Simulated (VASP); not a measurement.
These are r2SCAN+rVV10, VASP's PBE PAW potentials (set 64) (plane waves; VASP) values and carry that method's errors.

A VASP calculation is set up with these files.

**POSCAR**
```
Ca
1.0
  0.0000000000   2.7900000000   2.7900000000
  2.7900000000   0.0000000000   2.7900000000
  2.7900000000   2.7900000000   0.0000000000
Ca
1
Direct
  0.0000000000   0.0000000000   0.0000000000
```

**INCAR**
```
# general
SYSTEM   = Ca
PREC     = Accurate
ENCUT    = 520
LREAL    = .FALSE.
LASPH    = .TRUE.

# electronic loop
EDIFF    = 1E-6
NELM     = 100
ALGO     = Normal
LMIXTAU  = .TRUE.

# smearing
ISMEAR   = 1
SIGMA    = 0.1

# functional
METAGGA  = R2SCAN
LUSE_VDW = .TRUE.
BPARAM   = 11.95
CPARAM   = 0.0093

# ions
IBRION   = 2
NSW      = 60
ISIF     = 3
EDIFFG   = -0.01

# output
LWAVE    = .FALSE.
LCHARG   = .FALSE.
```

KPOINTS:
```
Automatic mesh
0
gamma
10 10 10
0 0 0
```

POTCAR, in this order: Ca_sv (PBE.64 set). Program: vasp_std.

The resulting files:

File OSZICAR:
```
       N       E                     dE             d eps       ncg     rms          rms(c)
DAV:   1     0.608710308399E+02    0.60871E+02   -0.54197E+03   846   0.105E+03
DAV:   2    -0.730394067127E+01   -0.68175E+02   -0.67872E+02   871   0.237E+02
DAV:   3    -0.883133755594E+01   -0.15274E+01   -0.15181E+01  1307   0.376E+01
DAV:   4    -0.891443052036E+01   -0.83093E-01   -0.82974E-01  1313   0.628E+00
DAV:   5    -0.891549152580E+01   -0.10610E-02   -0.10603E-02  1359   0.532E-01    0.644E-01
DAV:   6    -0.656992400740E+01    0.23456E+01   -0.35568E+00   866   0.162E+01    0.230E+00
DAV:   7    -0.685390202534E+01   -0.28398E+00   -0.15057E-01  1064   0.413E+00    0.259E+00
DAV:   8    -0.678512686574E+01    0.68775E-01   -0.31468E-02   932   0.289E+00    0.202E+00
DAV:   9    -0.678300421145E+01    0.21227E-02   -0.35784E-01  1111   0.603E+00    0.206E-01
DAV:  10    -0.673928475070E+01    0.43719E-01   -0.49662E-02   932   0.228E+00    0.142E-01
DAV:  11    -0.682473574770E+01   -0.85451E-01   -0.23879E-02   888   0.195E+00    0.395E-01
DAV:  12    -0.668458924732E+01    0.14015E+00   -0.12167E-01   879   0.373E+00    0.117E-01
DAV:  13    -0.674289085125E+01   -0.58302E-01   -0.38383E-02   874   0.183E+00    0.809E-02
DAV:  14    -0.675057854886E+01   -0.76877E-02   -0.85592E-03   880   0.106E+00    0.699E-02
DAV:  15    -0.675044694739E+01    0.13160E-03   -0.17810E-03  1023   0.555E-01    0.310E-02
DAV:  16    -0.675058273374E+01   -0.13579E-03   -0.84550E-05  1232   0.105E-01    0.250E-02
DAV:  17    -0.675040313060E+01    0.17960E-03   -0.10712E-04   945   0.106E-01    0.145E-02
DAV:  18    -0.675037517237E+01    0.27958E-04   -0.27755E-05  1003   0.671E-02    0.800E-03
DAV:  19    -0.675037801963E+01   -0.28473E-05   -0.25389E-06  1228   0.220E-02    0.555E-03
DAV:  20    -0.675037463128E+01    0.33884E-05   -0.21068E-06  1048   0.177E-02    0.271E-03
DAV:  21    -0.675037617440E+01   -0.15431E-05   -0.90561E-07   891   0.137E-02    0.238E-03
DAV:  22    -0.675037608860E+01    0.85799E-07   -0.26974E-07   479   0.743E-03
   1 F= -.67503761E+01 E0= -.67503405E+01  d E =-.675038E+01
       N       E                     dE             d eps       ncg     rms          rms(c)
DAV:   1    -0.676156243609E+01   -0.11186E-01   -0.34047E-01   853   0.739E+00    0.580E-01
DAV:   2    -0.675313388022E+01    0.84286E-02   -0.29958E-02   952   0.216E+00    0.346E-01
DAV:   3    -0.675109293566E+01    0.20409E-02   -0.19680E-02  1184   0.127E+00    0.134E-01
DAV:   4    -0.675103293052E+01    0.60005E-04   -0.19771E-03  1048   0.423E-01    0.437E-02
DAV:   5    -0.675088544520E+01    0.14749E-03   -0.16747E-04   954   0.103E-01    0.304E-02
DAV:   6    -0.675108907250E+01   -0.20363E-03   -0.24946E-04  1361   0.941E-02    0.203E-02
DAV:   7    -0.675103274921E+01    0.56323E-04   -0.31605E-05  1084   0.449E-02    0.926E-03
DAV:   8    -0.675103698249E+01   -0.42333E-05   -0.52203E-06   951   0.261E-02    0.619E-03
DAV:   9    -0.675103137093E+01    0.56116E-05   -0.31008E-06   879   0.173E-02    0.117E-03
DAV:  10    -0.675102854278E+01    0.28281E-05   -0.21598E-06   912   0.191E-02    0.139E-03
DAV:  11    -0.675102884496E+01   -0.30218E-06   -0.10651E-07   462   0.411E-03
   2 F= -.67510288E+01 E0= -.67510145E+01  d E =-.652756E-03
       N       E                     dE             d eps       ncg     rms          rms(c)
DAV:   1    -0.675280167375E+01   -0.17731E-02   -0.56177E-02   851   0.301E+00    0.234E-01
DAV:   2    -0.675141714857E+01    0.13845E-02   -0.49896E-03   952   0.876E-01    0.141E-01
DAV:   3    -0.675110800495E+01    0.30914E-03   -0.33562E-03  1184   0.519E-01    0.570E-02
DAV:   4    -0.675106955469E+01    0.38450E-04   -0.34920E-04  1061   0.172E-01    0.182E-02
DAV:   5    -0.675104732770E+01    0.22227E-04   -0.30461E-05   945   0.446E-02    0.123E-02
DAV:   6    -0.675108109181E+01   -0.33764E-04   -0.38924E-05  1353   0.365E-02    0.817E-03
DAV:   7    -0.675107826903E+01    0.28228E-05   -0.44431E-06  1133   0.167E-02    0.394E-03
DAV:   8    -0.675107806015E+01    0.20887E-06   -0.39371E-07   439   0.714E-03
   3 F= -.67510781E+01 E0= -.67510718E+01  d E =-.701972E-03
```

### OUTCAR
```
------------------------ aborting loop because EDIFF is reached ----------------------------------------
  FORCE on cell =-STRESS in cart. coord.  units (eV):
  Direction    XX          YY          ZZ          XY          YZ          ZX
  --------------------------------------------------------------------------------------
  Total        0.0035696      0.0035696      0.0035696      0.0000000      0.0000000      0.0000000
  in kB        0.1339820      0.1339820      0.1339820      0.0000000      0.0000000      0.0000000
  external PRESSURE =       0.1339820 kB  Pullay stress =       0.0000000 kB
  volume of cell :       42.69
      direct lattice vectors                 reciprocal lattice vectors
    -0.000000000  2.773867891  2.773867891    -0.180253718  0.180253718  0.180253718
     2.773867891  0.000000000  2.773867891     0.180253718 -0.180253718  0.180253718
     2.773867891  2.773867891  0.000000000     0.180253718  0.180253718 -0.180253718
 POSITION                                       TOTAL-FORCE (eV/Angst)
 -----------------------------------------------------------------------------------
      0.00000      0.00000      0.00000         0.000000      0.000000      0.000000
 -----------------------------------------------------------------------------------
    total drift:                               -0.000000     -0.000000     -0.000000
  FREE ENERGIE OF THE ION-ELECTRON SYSTEM (eV)
  ---------------------------------------------------
  free  energy   TOTEN  =        -6.7510780602 eV

  energy  without entropy=       -6.7510591892  energy(sigma->0) =       -6.75107177

 reached required accuracy - stopping structural energy minimisation
```
(Selected blocks of OUTCAR.)

File CONTCAR:
```
Ca
   1.00000000000000
    -0.0000000000000000    2.7738678911719350    2.7738678911719350
     2.7738678911719350    0.0000000000000000    2.7738678911719350
     2.7738678911719350    2.7738678911719350    0.0000000000000000
  Ca
     1
Direct
     0.0000000000000000    0.0000000000000000    0.0000000000000000
```

**OUTCAR**
```
 val. band max:        1.9214452501   @ k =  -0.4000   0.3000   0.0000

 cond. band min:       1.9636630708   @ k =  -0.3000   0.4000   0.1000


 Fermi energy:         1.9620685385

 k-point     1 :       0.0000    0.0000    0.0000
  band No.  band energies     occupation
      1     -41.8354      2.00000
      2     -21.8662      2.00000
      3     -21.8662      2.00000
      4     -21.8661      2.00000
      5      -2.3362      2.00000
      6       4.6416      0.00000
      7       4.6416      0.00000
      8       4.6416      0.00000
      9       5.7604      0.00000

 k-point     2 :       0.1000    0.0000    0.0000
  band No.  band energies     occupation
      1     -41.8341      2.00000
      2     -21.8798      2.00000
      3     -21.8680      2.00000
      4     -21.8679      2.00000
      5      -2.1572      2.00000
      6       4.4337      0.00000
      7       4.7061      0.00000
      8       4.7061      0.00000
      9       5.7027      0.00000

 k-point     3 :       0.2000    0.0000    0.0000
  band No.  band energies     occupation
      1     -41.8307      2.00000
      2     -21.9155      2.00000
      3     -21.8728      2.00000
      4     -21.8727      2.00000
      5      -1.6368      2.00000
      6       3.9103     -0.00000
      7       4.7935      0.00000
      8       4.7935      0.00000
      9       5.6755      0.00000

 k-point     4 :       0.3000    0.0000    0.0000
  band No.  band energies     occupation
      1     -41.8264      2.00000
      2     -21.9591      2.00000
      3     -21.8787      2.00000
      4     -21.8787      2.00000
      5      -0.8270      2.00000
      6       3.2130     -0.00000
      7       4.7068      0.00000
      8       4.7068      0.00000
      9       5.9275      0.00000

 k-point     5 :       0.4000    0.0000    0.0000
  band No.  band energies     occupation
      1     -41.8230      2.00000
      2     -21.9941      2.00000
      3     -21.8835      2.00000
...
```

The compound is Ca in the fcc structure. This run relaxes it. Symmetry was kept, so distortions that lower it aren't found.
